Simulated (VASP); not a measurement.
Computed with vdW-DF2, VASP's PBE PAW potentials (set 64) (plane waves; VASP).

The input files of a VASP run:

**INCAR**
```
# general
SYSTEM   = CdF2
PREC     = Accurate
ENCUT    = 520
LREAL    = .FALSE.
LASPH    = .TRUE.

# electronic loop
EDIFF    = 1E-6
NELM     = 100
ALGO     = Normal
LMAXMIX  = 4

# smearing
ISMEAR   = 0
SIGMA    = 0.05

# functional
GGA      = ML
LUSE_VDW = .TRUE.
AGGAC    = 0.0
ZAB_VDW  = -1.8867

# ions
IBRION   = 2
NSW      = 60
ISIF     = 3
EDIFFG   = -0.02

# output
LWAVE    = .FALSE.
LCHARG   = .FALSE.
```

**POSCAR**
```
CdF2
1
    0.0000000000     2.7730734168     2.7730734168
    2.7730734168     0.0000000000     2.7730734168
    2.7730734168     2.7730734168    -0.0000000000
Cd F
1 2
Direct
  0.0000000000   0.0000000000   0.0000000000
  0.2500000000   0.2500000000   0.2500000000
  0.7500000000   0.7500000000   0.7500000000
```

KPOINTS:
```
Automatic mesh
0
Gamma
6 6 6
0 0 0
```

POTCAR, in this order: Cd F (PBE.64 set). Program: vasp_std.

Q: Estimate the energy per atom (σ→0), volume per atom.

A: 
```json
{
  "energy per atom (σ→0)": "-1.482 eV/atom",
  "volume_per_atom": "14.31 Å^3/atom"
}
```

### OSZICAR
```
...
DAV:   1    -0.445977582688E+01   -0.13227E-01   -0.26660E-01   547   0.609E+00    0.892E-01
DAV:   2    -0.444793536376E+01    0.11840E-01   -0.51390E-02   551   0.210E+00    0.183E-01
DAV:   3    -0.444710889922E+01    0.82646E-03   -0.23289E-03   552   0.833E-01    0.197E-01
DAV:   4    -0.444697652860E+01    0.13237E-03   -0.28394E-04   547   0.198E-01    0.140E-01
DAV:   5    -0.444692734023E+01    0.49188E-04   -0.57158E-05   545   0.824E-02    0.148E-02
DAV:   6    -0.444692461164E+01    0.27286E-05   -0.11669E-05   668   0.567E-02    0.325E-03
DAV:   7    -0.444692469286E+01   -0.81222E-07   -0.83199E-07   273   0.101E-02
   2 F= -.44469247E+01 E0= -.44469247E+01  d E =-.376125E-03
```

The compound is CdF2 in the fluorite structure. This run relaxes it. Symmetry was kept, so distortions that lower it aren't found. The start is the result of an earlier pass.
